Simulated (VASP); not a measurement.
Output of a VASP run:

OSZICAR:
```
       N       E                     dE             d eps       ncg     rms          rms(c)
DAV:   1    -0.521665990928E+03   -0.52167E+03   -0.22000E+01   712   0.124E+01    0.957E+00
DAV:   2    -0.521825820340E+03   -0.15983E+00   -0.73616E-01   864   0.149E+00    0.662E+00
DAV:   3    -0.521776159125E+03    0.49661E-01   -0.22094E-02   800   0.382E-01    0.387E+00
DAV:   4    -0.521756092065E+03    0.20067E-01   -0.17379E-02   784   0.255E-01    0.218E+00
DAV:   5    -0.521750171315E+03    0.59208E-02   -0.41519E-03   832   0.127E-01    0.121E+00
DAV:   6    -0.521747963412E+03    0.22079E-02   -0.93279E-04   832   0.723E-02    0.677E-01
DAV:   7    -0.521747225832E+03    0.73758E-03   -0.38843E-04   816   0.484E-02    0.376E-01
DAV:   8    -0.521746987241E+03    0.23859E-03   -0.10793E-04   830   0.259E-02    0.209E-01
DAV:   9    -0.521746911770E+03    0.75471E-04   -0.42265E-05   678   0.157E-02    0.115E-01
DAV:  10    -0.521746891175E+03    0.20595E-04   -0.16066E-05   430   0.965E-03    0.634E-02
DAV:  11    -0.521746886992E+03    0.41832E-05   -0.65150E-06   454   0.517E-03
   1 F= -.52174689E+03 E0= -.52174689E+03  d E =-.197585E-12  mag=     1.0000
```

File OUTCAR:
```
------------------------ aborting loop because EDIFF is reached ----------------------------------------
  volume of cell :      866.68
      direct lattice vectors                 reciprocal lattice vectors
     4.868317893 -8.432173817  0.000000000     0.102704879 -0.059296690  0.000000000
     4.868317893  8.432173817  0.000000000     0.102704879  0.059296690  0.000000000
     0.000000000  0.000000000 10.556283981     0.000000000  0.000000000  0.094730305
  FREE ENERGIE OF THE ION-ELECTRON SYSTEM (eV)
  ---------------------------------------------------
  free  energy   TOTEN  =      -521.7468869921 eV

  energy  without entropy=     -521.7468869921  energy(sigma->0) =     -521.74688699

  exchange ACFDT corr.  =         0.00000000  see jH, gK, PRB 81, 115126

 total charge

# of ion       s       p       d       tot
------------------------------------------
    1        1.014   1.386   0.383   2.783
    2        1.014   1.374   0.377   2.765
    3        1.015   1.377   0.377   2.769
    4        1.047   1.247   0.294   2.587
    5        1.044   1.280   0.324   2.647
    6        1.014   1.374   0.377   2.765
    7        1.016   1.339   0.365   2.719
    8        1.046   1.246   0.294   2.586
    9        1.014   1.387   0.383   2.784
   10        1.013   1.385   0.381   2.779
   11        1.015   1.377   0.377   2.768
   12        1.021   1.363   0.366   2.749
   13        1.014   1.381   0.379   2.774
   14        1.011   1.368   0.373   2.753
   15        1.014   1.384   0.379   2.777
   16        1.009   1.336   0.362   2.707
   17        1.011   1.357   0.370   2.739
   18        1.017   1.391   0.384   2.792
   19        1.014   1.357   0.369   2.741
   20        1.011   1.358   0.371   2.740
   21        1.011   1.368   0.373   2.753
   22        1.014   1.357   0.369   2.741
   23        1.009   1.336   0.362   2.707
   24        1.014   1.385   0.382   2.780
   25        1.013   1.384   0.380   2.777
   26        1.015   1.377   0.376   2.768
   27        1.015   1.381   0.380   2.775
   28        1.014   1.384   0.381   2.779
   29        1.012   1.371   0.375   2.758
   30        1.015   1.377   0.376   2.768
   31        1.021   1.345   0.358   2.723
   32        1.014   1.382   0.380   2.777
   33        1.012   1.371   0.374   2.756
   34        1.014   1.383   0.380   2.777
   35        1.021   1.344   0.358   2.723
   36        1.242   2.426   0.000   3.668
   37        1.239   2.438   0.000   3.677
   38        1.235   2.447   0.000   3.682
   39        1.237   2.440   0.000   3.676
   40        1.239   2.438   0.000   3.677
   41        1.237   2.440   0.000   3.677
   42        1.237   2.440   0.000   3.676
   43        1.242   2.426   0.000   3.668
   44        1.235   2.449   0.000   3.684
   45        1.235   2.447   0.000   3.682
   46        1.235   2.446   0.000   3.681
   47        1.238   2.433   0.000   3.671
   48        1.236   2.443   0.000   3.679
   49        1.235   2.448   0.000   3.682
   50        1.235   2.451   0.000   3.686
   51        1.245   2.456   0.000   3.701
   52        1.237   2.447   0.000   3.684
...
```
(Selected blocks of OUTCAR.)

### POSCAR
```
Ga35N35Si
1
    4.8683178927    -8.4321738171     0.0000000000
    4.8683178927     8.4321738171     0.0000000000
    0.0000000000     0.0000000000    10.5562839806
Ga N Si
35 35 1
Direct
  0.2226917750   0.1103230700   0.2487360902
  0.1109757049   0.2218717557   0.9987574794
  0.2227600816   0.1109897191   0.7508475662
  0.1084795915   0.2180718289   0.5008772203
  0.2197915568   0.4430985931   0.2397825414
  0.1111157685   0.5555591648   0.9987403948
  0.2221643046   0.4443747536   0.7479763253
  0.1084259903   0.5568178488   0.5007894289
  0.2226014091   0.7785944368   0.2487042765
  0.1112263549   0.8888294600   0.9996389996
  0.2228334800   0.7782695377   0.7507996657
  0.1114763295   0.8889463208   0.5012076784
  0.5555693037   0.1108586008   0.2493932327
  0.4445730656   0.2225543761   0.9998824994
  0.5557801966   0.1110919405   0.7514359307
  0.4426674197   0.2213296916   0.5021065978
  0.5538883515   0.4448834439   0.2496599949
  0.4441322284   0.5551629953   0.9984327026
  0.5575513283   0.4429024666   0.7492201021
  0.5539360365   0.7752753760   0.2496315410
  0.4445672757   0.8883586168   0.9998190956
  0.5575361111   0.7810256382   0.7491669908
  0.4427205750   0.8877965350   0.5021101425
  0.8860857484   0.1096662030   0.2486748814
  0.7775597386   0.2219694001   0.9996018714
  0.8889541758   0.1118259399   0.7509800677
  0.7755550782   0.2209530300   0.5021211818
  0.8859957536   0.4427637041   0.2486781653
  0.7773590247   0.5555480341   0.9996682571
  0.8889681280   0.4434565887   0.7510126112
  0.7820384621   0.5595909716   0.5025574184
  0.8891377435   0.7777443766   0.2489961134
  0.7771806601   0.8881200798   0.9997431113
  0.8901927893   0.7782639250   0.7520928706
  0.7820364185   0.8888723235   0.5025951325
  0.2225933262   0.1131250216   0.4376493865
  0.1098851940   0.2211901582   0.1897626372
  0.2221164660   0.1114859979   0.9387879377
  0.1121801465   0.2233745443   0.6868526088
  0.1097857721   0.5549413015   0.1897265160
  0.2230526316   0.4446913641   0.9359766722
  0.1121711322   0.5553215177   0.6868366486
  0.2226522882   0.7760475780   0.4376055555
  0.1112403556   0.8887655982   0.1882402002
  0.2221565981   0.7771166286   0.9387433783
  0.1117456364   0.8891375598   0.6885948616
  0.5542457601   0.1103227649   0.4385287856
  0.4451387161   0.2237119692   0.1897324866
  0.5550425311   0.1106759402   0.9391909766
  0.4446361269   0.2222877917   0.6885965669
  0.5472669436   0.4546914583   0.4444323288
  0.4416984159   0.5540119626   0.1888485883
  0.5547991114   0.4451992823   0.9364303056
  0.4474556688   0.5569519138   0.6715441303
  0.5471964211   0.7588601064   0.4444409343
  0.4450295853   0.8875900567   0.1897593500
  0.5546863079   0.7758429858   0.9364272328
  0.4447327893   0.8888207770   0.6885429338
  0.8872443340   0.1106643574   0.4379102398
  0.7771466651   0.2217231842   0.1880730147
  0.8892517339   0.1108456249   0.9389109688
  0.7776741588   0.2219910034   0.6892332809
  0.8872856692   0.4430118089   0.4379637264
  0.7751733912   0.5546264772   0.1895308656
  0.8893258070   0.4448036858   0.9389359139
  0.7789289743   0.5559988416   0.6889468221
  0.8903478358   0.7783718313   0.4377754134
  0.7752119857   0.8869391705   0.1896569792
  0.8888366033   0.7776308487   0.9395669876
  0.7789409530   0.8892493324   0.6889547015
  0.4626650051   0.5644938083   0.5056618848
```

Task: Reconstruct the remaining input files.

Result: One answer among several that fit: the input of the run itself, HSE06 screened hybrid, plane waves, VASP's PBE PAW potentials (set 64).

INCAR:
```
AEXX = 0.25
ALGO = Normal
EDIFF = 1E-5
ENCUT = 400
GGA = PE
HFSCREEN = 0.2
ISIF = 0
ISMEAR = 0
ISPIN = 2
ISYM = 0
LASPH = .TRUE.
LCHARG = .FALSE.
LHFCALC = .TRUE.
LMAXMIX = 4
LORBIT = 10
LREAL = Auto
LWAVE = .FALSE.
MAGMOM = 71*0.0141
NELECT = 283.0
NELM = 50
NELMIN = 4
NUPDOWN = 1
PREC = Normal
PRECFOCK = Fast
SIGMA = 0.05
SYSTEM = Ga35N35Si
```

**KPOINTS**
```
Automatic mesh
0
Gamma
1 1 1
0 0 0
```

POTCAR, in this order: Ga N Si (PBE.64 set). Program: vasp_gam. Read from the step before: WAVECAR.

The cell is charged, with a uniform compensating background. The supercell is sampled at Γ alone, which is coarse: total energies, pressure and levels can be off, energies of defects by several tenths of an eV.

The cell is a supercell with a defect, built from GaN (wurtzite): Si_Ga-vac_N, charge +1. The cell's shape comes from a PBE relaxation.
